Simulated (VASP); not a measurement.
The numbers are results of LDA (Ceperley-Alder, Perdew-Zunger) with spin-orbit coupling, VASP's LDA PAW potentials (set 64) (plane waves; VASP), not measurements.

VASP input:

KPOINTS_OPT:
```
k-points along high-symmetry lines
8
Line-mode
Reciprocal
  0.000000   0.000000   0.000000 ! GAMMA
  0.000000   0.500000   0.000000 ! X

  0.000000   0.500000   0.000000 ! X
  0.500000   0.500000   0.000000 ! M

  0.500000   0.500000   0.000000 ! M
  0.000000   0.000000   0.000000 ! GAMMA

  0.000000   0.000000   0.000000 ! GAMMA
  0.500000   0.500000   0.500000 ! R

  0.500000   0.500000   0.500000 ! R
  0.000000   0.500000   0.000000 ! X

  0.500000   0.500000   0.500000 ! R
  0.500000   0.500000   0.000000 ! M
```

POSCAR:
```
CuZn
2.8694020
  0.9999998512   0.0000000000   0.0000000000
  0.0000000000   0.9999998512   0.0000000000
  0.0000000000   0.0000000000   0.9999998512
Zn Cu
1 1
Direct
  0.5000000000   0.5000000000   0.5000000000
  0.0000000000   0.0000000000   0.0000000000
```

**KPOINTS**
```
Automatic mesh
0
Gamma
11 11 11
0 0 0
```

INCAR:
```
SYSTEM  =  CuZn
PREC  =  Accurate; ENCUT  =  400; LREAL  =  F
LASPH  =  T
EDIFF  =  1E-6; NELM  =  100; ALGO  =  Normal
LMAXMIX  =  4
ISMEAR  =  0; SIGMA  =  0.05
GGA_COMPAT  =  F
MAGMOM  =  6*0; LSORBIT  =  T
LWAVE  =  F; LCHARG  =  F
```

POTCAR, in this order: Zn Cu (LDA.64 set). Program: vasp_ncl.

Q: Estimate the energy per atom (σ→0), band gap (over mesh and band path).

A: 
| Quantity | Value |
|---|---|
| energy per atom (σ→0) | -3.407 eV/atom |
| band gap (over mesh and band path) | none (metal, semimetal or under 0.01 eV) |

### OSZICAR
```
...
DAV:   8    -0.682643327272E+01   -0.39230E-02   -0.28781E-01  4294   0.829E+00    0.143E+00
DAV:   9    -0.681437388559E+01    0.12059E-01   -0.15027E-02  4392   0.322E+00    0.213E-01
DAV:  10    -0.681418803141E+01    0.18585E-03   -0.27174E-03  5374   0.178E+00    0.628E-02
DAV:  11    -0.681416880982E+01    0.19222E-04   -0.32987E-04  4850   0.476E-01    0.322E-02
DAV:  12    -0.681416446526E+01    0.43446E-05   -0.13086E-05  5034   0.121E-01    0.194E-02
DAV:  13    -0.681416387935E+01    0.58590E-06   -0.69281E-06  4268   0.938E-02
   1 F= -.68141639E+01 E0= -.68137396E+01  d E =-.848459E-03  mag=    -0.0000    -0.0000     0.0000
       N       E                     dE             ncg
```

The compound is CuZn in the CsCl type structure. It was relaxed first, which changed the volume by -8 %.
